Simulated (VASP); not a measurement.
VASP input:

POSCAR:
```
MnSe2
1
    1.8134810000     1.0470140000     5.4979680000
   -1.8134810000     1.0470140000     5.4979680000
    0.0000000000    -2.0940270000     5.4979680000
Mn Se
1 2
Direct
  0.0000000000   0.0000000000   0.0000000000
  0.2520000000   0.2520000000   0.2520000000
  0.7480000000   0.7480000000   0.7480000000
```

### INCAR
```
! general
SYSTEM   =  MnSe2
PREC     =  Accurate
ENCUT    =  300
LREAL    =  .FALSE.
LASPH    =  .TRUE.

! electronic loop
EDIFF    =  1E-6
NELM     =  100
ALGO     =  Normal
LMAXMIX  =  4

! smearing
ISMEAR   =  -1
SIGMA    =  0.136

! functional
GGA      =  PE

! spin
ISPIN    =  2
MAGMOM   =  4.0 0.0 0.0

! ions
IBRION   =  2
NSW      =  50
ISIF     =  3
EDIFFG   =  -0.01

! output
LWAVE    =  .FALSE.
LCHARG   =  .FALSE.
LORBIT   =  11
```

### KPOINTS
```
Automatic mesh
0
Gamma
4 4 4
0 0 0
```

POTCAR, in this order: Mn_pv Se (PBE.64 set). Program: vasp_std.

Translate this PBE calculation to Quantum ESPRESSO's pw.x.

One equivalent input (not run):
```
&CONTROL
  calculation = 'vc-relax'
  pseudo_dir = './pseudo'
  outdir = './out'
  tprnfor = .true.
  tstress = .true.
  nstep = 50
  forc_conv_thr = 0.00039
/
&SYSTEM
  ibrav = 0
  nat = 3
  ntyp = 2
  ecutwfc = 96
  occupations = 'smearing'
  smearing = 'fermi-dirac'
  degauss = 0.009996
  input_dft = 'pbe'
  nspin = 2
  starting_magnetization(1) = 0.4
/
&ELECTRONS
  conv_thr = 7.3e-08
  electron_maxstep = 100
/
&IONS
/
&CELL
/
ATOMIC_SPECIES
  Mn 54.938 Mn.upf
  Se 78.971 Se.upf
CELL_PARAMETERS angstrom
     1.8134810    1.0470140    5.4979680
    -1.8134810    1.0470140    5.4979680
     0.0000000   -2.0940270    5.4979680
ATOMIC_POSITIONS crystal
  Mn   0.0000000  0.0000000  0.0000000
  Se   0.2520000  0.2520000  0.2520000
  Se   0.7480000  0.7480000  0.7480000
K_POINTS automatic
  4 4 4 0 0 0
```
What does not carry over: the potentials are each code's own (VASP's PAW set, PseudoDojo norm-conserving files in pw.x), so ENCUT and ecutwfc are chosen apart and not converted; conv_thr bounds pw.x's estimated SCF error, while EDIFF bounds the energy change between steps; starting_magnetization is a fraction of the valence charge and MAGMOM a moment in μB, so they match only roughly; forc_conv_thr acts on force components and is met together with etot_conv_thr.

The structure was generated: MnSe2 was put into an ordered model structure, which need not be its known phase. This run relaxes it. Symmetry was kept, so distortions that lower it aren't found. The k-mesh is coarse (spacing up to 0.52 per Å, 2π included), so the numbers may not be converged in it. The run is one of a series of settings (EDIFFG = -0.01, IBRION = 2, ISIF = 3, NSW = 50 against the base run), some of them coarse on purpose.
